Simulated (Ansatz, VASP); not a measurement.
**Two plane-wave programs on AlSn**

Contents of INCAR:

```
SYSTEM = AlSn
PREC = Accurate ; ENCUT = 520
EDIFF = 1E-7 ; ISMEAR = -1
SIGMA = 0.05 ; LREAL = .False.
LASPH = .True. ; NELM = 150
ALGO = Normal ; ISIF = 2
LWAVE = .False. ; LCHARG = .True.
LNONCOLLINEAR = .True. ; MAGMOM = 0 0 0 0 0 0
LORBIT = 11 ; LSORBIT = .True.
GGA_COMPAT = .False. ; LORBMOM = .True.
GGA = PS ; LVHAR = .True.
NBANDS = 29
```

The input KPOINTS:

```
Automatic mesh
0
Gamma
  5 5 6
  0 0 0
```

POSCAR

```
AlSn
1.0
    4.1981056157      0.0000000000      0.0000000000
   -2.0990528078      3.6356661109      0.0000000000
    0.0000000000      0.0000000000      3.3068470000
Sn Al
1 1
Direct
    0.3333333333      0.6666666667      0.5000000000
    0.0000000000      0.0000000000      0.0000000000
```

Contents of input.yaml:

```yaml
crystal:
  lattice:
    - [4.1981056157, 0.0, 0.0]
    - [-2.0990528078, 3.6356661109, 0.0]
    - [0.0, 0.0, 3.306847]
  atoms:
    - { symbol: Sn, position: [0.3333333333, 0.6666666667, 0.5] }
    - { symbol: Al, position: [0.0, 0.0, 0.0] }
hamiltonian:
  xc: pbesol
  pseudopotentials: { kind: paw_fr }
magnetization:
  noncollinear: true
  spin_orbit: true
kpoints:
  mp_grid: { grid: [5, 5, 6] }
  band_path:
    path:
      - [[0.0, 0.0, 0.0], [0.5, 0.0, 0.0], [0.3333333333, 0.3333333333, 0.0], [0.0, 0.0, 0.0], [0.0, 0.0, 0.5], [0.5, 0.0, 0.5], [0.3333333333, 0.3333333333, 0.5], [0.0, 0.0, 0.5]]
      - [[0.5, 0.0, 0.5], [0.5, 0.0, 0.0]]
      - [[0.3333333333, 0.3333333333, 0.0], [0.3333333333, 0.3333333333, 0.5]]
    npoints: 14
scf:
  occupations: { method: fermi_dirac, width: 0.05 }
  n_extra_bands: 6
output:
  forces: true
  stress: true
  eigenvalues: true
  fatbands: true
```

The cell comes from a database or a generator and needn't be the stable form of this composition.

Alike in both runs: functional PBEsol; k mesh 5 × 5 × 6; occupations fermi-dirac, width 0.05 eV; non-collinear spin, spin-orbit coupling.

|  | VASP | Ansatz |
| --- | --- | --- |
| version | VASP 6.6.1 | Ansatz 0.2.0 |
| potentials or method | VASP PAW PBE potentials, release 64 (Sn_d, Al) | Ansatz PAW |
| plane-wave cutoff (eV) | 520 | 420 |
| valence electrons in the cell | 17 | 17 |
| task | single point | band structure |

|  | VASP | Ansatz | Ansatz less VASP |
| --- | --- | --- | --- |
| gap on the k mesh at the Fermi level (eV) | none | none | - |
| pressure (GPa) | -2.1 | -2.1 | 0.00 |
| largest component of the traceless stress (GPa) | 0.83 | 0.85 | +0.017 |
| net moment per atom (μB) | 0.00 | 0.00 | 0.000 |

A gap of «none» marks a metal or a gap that the smearing closes.

Caveats: the PAW data sets were made with another functional, which shifts forces and pressure a little (VASP); the PAW data sets come from PBE, with cores solved anew for the run's functional, which leaves a small shift of forces and pressure (Ansatz).
